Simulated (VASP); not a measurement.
# Sn3P2: single point with PBE

Crystal: Sn3P2.

```
CELL_PARAMETERS angstrom
4.05327 2.34015 17.16420
-2.02663 1.17008 8.58210
0.00000 -2.34015 8.58210
ATOMIC_POSITIONS crystal
Sn 0.10644 0.21288 0.21288
Sn 0.60644 0.21288 0.21288
Sn 0.39356 0.78712 0.78712
Sn 0.89356 0.78712 0.78712
Sn 0.50000 0.00000 0.00000
Sn 0.00000 0.00000 0.00000
P 0.30011 0.60022 0.60022
P 0.80011 0.60022 0.60022
P 0.19989 0.39978 0.39978
P 0.69989 0.39978 0.39978
```

The cell was built by a generator and needn't be a form met in nature.

```
Program                : VASP 6.6.1
Task                   : single point
Functional             : PBE
Potentials or basis    : VASP PAW PBE potentials, release 64 (Sn_d, P)
Cutoff                 : 520 eV
k mesh                 : 2 × 4 × 4
Occupations            : gaussian, width 0.15 eV
Spin                   : no spin polarisation
Further INCAR settings : PREC = Normal; LREAL = Auto; ALGO = Fast; EDIFF = 1e-05
```

* Pressure: -0.6 GPa
* Largest force: 0.202 eV/Å
* Band gap on the k mesh: none (metal or under the smearing width)

Forces in eV/Å, atoms in the order of the input:
```
Sn   0.000  0.000  0.202
Sn   0.000  0.000  0.202
Sn   0.000  0.000 -0.202
Sn   0.000  0.000 -0.202
Sn   0.000  0.000  0.000
Sn   0.000  0.000  0.000
P    0.000  0.000 -0.021
P    0.000  0.000 -0.021
P    0.000  0.000  0.021
P    0.000  0.000  0.021
```

Stress tensor (GPa, compression positive):
```
-0.20  0.00  0.00
 0.00 -0.20  0.00
 0.00  0.00 -1.32
```

Levels at points of the mesh, in eV from the Fermi level:
| k point | band 48 | band 49 | band 50 | band 51 | band 52 | band 53 | band 54 | band 55 | band 56 | band 57 |
| --- | --- | --- | --- | --- | --- | --- | --- | --- | --- | --- |
| (0.00, 0.00, 0.00) | -1.75 | -1.64 | -1.64 | -0.67 | -0.23 | -0.03 | 1.29 | 1.29 | 1.73 | 1.74 |
| (0.50, 0.00, 0.00) | -2.35 | -2.21 | -2.21 | -0.65 | -0.65 | 1.32 | 1.32 | 1.39 | 1.39 | 2.02 |
| (0.00, 0.50, 0.00) | -2.74 | -2.44 | -2.15 | -1.85 | -0.67 | -0.42 | -0.32 | 0.47 | 1.71 | 1.73 |
| (0.50, 0.50, 0.00) | -3.18 | -2.00 | -2.00 | -1.51 | -1.51 | 0.49 | 0.49 | 1.40 | 1.40 | 1.49 |
| (0.00, 0.50, 0.50) | -1.64 | -1.64 | -1.37 | -0.42 | -0.32 | 0.09 | 0.47 | 0.86 | 0.86 | 1.76 |
| (0.50, 0.50, 0.50) | -1.96 | -1.57 | -1.57 | -0.65 | -0.65 | 0.74 | 0.74 | 1.13 | 1.13 | 1.31 |

Run time: 4.4 min on 4 MPI ranks on Intel(R) Xeon(R) Platinum 8259CL CPU @ 2.50GHz (Skylake/Cascade Lake), with other jobs on the host, peak memory 0.6 GiB a rank.

Caveat: the k mesh is coarse (spacing up to 0.45 Å⁻¹), so the values aren't converged.
